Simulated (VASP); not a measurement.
Computed with PBEsol GGA, VASP's PBE PAW potentials (set 64) (plane waves; VASP).

VASP input:

INCAR:
```
# general
SYSTEM  = TaGa3
PREC    = Accurate
ENCUT   = 300
LREAL   = .False.
LASPH   = .True.

# electronic loop
EDIFF   = 1E-6
NELM    = 100   # most electronic steps
ALGO    = Normal   # blocked Davidson
LMAXMIX = 6

# smearing
ISMEAR  = -1   # Fermi-Dirac
SIGMA   = 0.1   # width (eV)

# functional
GGA     = PS   # PBEsol

# ions
ISIF    = 2   # forces and stress, cell fixed

# output
LWAVE   = .False.
LCHARG  = .False.
```

**KPOINTS**
```
K-points
0
gamma
 9 9 9
0 0 0
```

### POSCAR
```
TaGa3
1
   -1.8951700000     1.8951700000     4.3318800000
    1.8951700000    -1.8951700000     4.3318800000
    1.8951700000     1.8951700000    -4.3318800000
Ta Ga
1 3
Direct
  0.0000000000   0.0000000000   0.0000000000
  0.5000000000   0.5000000000   0.0000000000
  0.7500000000   0.2500000000   0.5000000000
  0.2500000000   0.7500000000   0.5000000000
```

POTCAR, in this order: Ta_pv Ga_d (PBE.64 set). Program: vasp_std.

At this cut-off the stress carries a Pulay error, which pulls relaxed volumes low. Unless said otherwise, spin-orbit coupling is left out, though it shifts the bands of the heavy elements here.

Question: What does the run give for the energy per atom (σ→0), pressure, band gap (on the k-mesh)?

Answer: 
The energy per atom (σ→0) is -5.877 eV/atom and the band gap (on the k-mesh) is none (metal, semimetal or under 0.01 eV). The pressure is -1.45 GPa.

File OSZICAR:
```
...
DAV:   8    -0.235224885593E+02    0.19215E-01   -0.53595E-02  5184   0.320E+00    0.233E-01
DAV:   9    -0.235213146714E+02    0.11739E-02   -0.55578E-03  5398   0.174E+00    0.939E-02
DAV:  10    -0.235213169887E+02   -0.23173E-05   -0.16729E-03  5280   0.681E-01    0.388E-02
DAV:  11    -0.235213101944E+02    0.67944E-05   -0.31954E-04  5184   0.444E-01    0.855E-03
DAV:  12    -0.235213127987E+02   -0.26044E-05   -0.59397E-05  6062   0.138E-01    0.365E-03
DAV:  13    -0.235213138811E+02   -0.10824E-05   -0.13046E-05  5536   0.298E-02    0.118E-03
DAV:  14    -0.235213139581E+02   -0.77020E-07   -0.53973E-07  2916   0.924E-03
   1 F= -.23521314E+02 E0= -.23506412E+02  d E =-.298036E-01
```

The structure comes from a computed database's TaGa3 entry; how it stands against other phases isn't given here. The cell was not relaxed at this level. The run is one of a series of settings (GGA = PS, POTCAR Ta_pv Ga_d (PBE.64 set) against the base run), some of them coarse on purpose.
